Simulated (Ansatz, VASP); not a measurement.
# Two plane-wave programs on SiF

Contents of INCAR:

```
SYSTEM = SiF
ALGO     = Normal         ! electronic algorithm
EDIFF    = 1E-6           ! SCF threshold, eV
EDIFFG   = -0.01          ! ionic threshold
ENCUT    = 600            ! plane-wave cutoff, eV
GGA      = PS             ! functional
IBRION   = 2              ! ionic algorithm
ISIF     = 3              ! what is computed and relaxed
ISMEAR   = -1             ! smearing method
LASPH    = .True.         ! aspherical terms in the spheres
LCHARG   = .False.        ! write CHGCAR
LREAL    = .False.        ! projectors in reciprocal space
LWAVE    = .False.        ! write WAVECAR
NELM     = 80             ! most SCF steps
NSW      = 40             ! ionic steps
PREC     = Accurate       ! precision mode
SIGMA    = 0.05           ! smearing width, eV
```

File KPOINTS:

```
k-points
0
Gamma
  9 9 9
  0 0 0
```

POSCAR

```
SiF
1.0
    3.0286000000      0.0000000000      0.0000000000
    0.0000000000      3.0286000000      0.0000000000
    0.0000000000      0.0000000000      3.0286000000
Si F
1 1
Direct
    0.5000000000      0.5000000000      0.5000000000
    0.0000000000      0.0000000000      0.0000000000
```

The input input.yaml:

```yaml
crystal:
  lattice:
    - [3.0286, 0.0, 0.0]
    - [0.0, 3.0286, 0.0]
    - [0.0, 0.0, 3.0286]
  atoms:
    - { symbol: Si, position: [0.5, 0.5, 0.5] }
    - { symbol: F, position: [0.0, 0.0, 0.0] }
hamiltonian:
  xc: pbesol
  pseudopotentials: { kind: paw }
kpoints:
  mp_grid: { grid: [9, 9, 9] }
scf:
  occupations: { method: fermi_dirac, width: 0.05 }
output:
  forces: true
  stress: true
  eigenvalues: true
relax:
  f_tol: 0.01
  max_steps: 40
  cell: { stress_tol: 0.05 }
```

The cell was built by a generator and needn't be a form met in nature.

Alike in both runs: task relaxation of cell and atoms; functional PBEsol; k mesh 9 × 9 × 9; occupations fermi-dirac, width 0.05 eV; no spin polarisation.

```csv
,VASP,Ansatz
version,VASP 6.6.1,Ansatz 0.2.0
potentials or method,"VASP PAW PBE potentials, release 64 (Si, F)",Ansatz PAW
plane-wave cutoff (eV),600,420
valence electrons in the cell,11,11
```

VASP gave:

```
gap on the k mesh at the Fermi level, each at its own relaxed structure (eV) : none
relaxed volume (Å³/atom)                                                     : 13.24
relaxed cell length with the largest relative difference (Å)                 : 2.980
energy change over the relaxation (meV/atom)                                 : -8
```

Task: Which values does Ansatz return?

Result: gap on the k mesh at the Fermi level, each at its own relaxed structure (eV): none; relaxed volume (Å³/atom): 13.26; relaxed cell length with the largest relative difference (Å): 2.982; energy change over the relaxation (meV/atom): -7.

A gap of «none» marks a metal or a gap that the smearing closes.

Caveats: an odd number of electrons without spin polarisation forces a metal; a magnetic or distorted state may lie lower; the PAW data sets were made with another functional, which shifts forces and pressure a little (VASP); the plane-wave basis is chosen anew once the cell has moved, so the energies of steps on either side of that aren't comparable (Ansatz); the pressure holds a Pulay correction of +0.5 GPa for the finite cutoff (Ansatz); the PAW data sets come from PBE, with cores solved anew for the run's functional, which leaves a small shift of forces and pressure (Ansatz).
